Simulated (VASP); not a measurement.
Here is the system:

```yaml
crystal:
  lattice:
    - [1.36549, -2.36510, 0.00000]
    - [1.36549, 2.36510, 0.00000]
    - [0.00000, 0.00000, 4.30623]
  atoms:
    - { symbol: Os, position: [0.33333, 0.66667, 0.25000] }
    - { symbol: Os, position: [0.66667, 0.33333, 0.75000] }
```

All values below come from PBEsol GGA, VASP's PBE PAW potentials (set 64) (plane waves; VASP). Numerical set-up: 480 eV cut-off, 14×14×8 Γ-centred mesh, first-order Methfessel-Paxton smearing of 0.10 eV, potentials Os.

Each relaxation starts from this cell; other phases were not tried.

The cell is relaxed at 1 GPa. What happens?

The volume per atom goes from 13.91 to 13.88 Å³ (-0.2 %), and the cell becomes a = b = 2.729 Å, c = 4.303 Å, α = β = 90.00°, γ = 120.00°, space group P6_3/mmc.

The cell is relaxed at 5 GPa. What happens?

The volume per atom goes from 13.91 to 13.76 Å³ (-1.1 %), and the cell becomes a = 2.7208 Å, b = 2.7208 Å, c = 4.2920 Å, α = 90.00°, β = 90.00°, γ = 120.00°, space group P6_3/mmc.

Failed runs are left out, and for metals the shear rows, which the mesh's noise covers.

The compound is Os in the hcp structure.
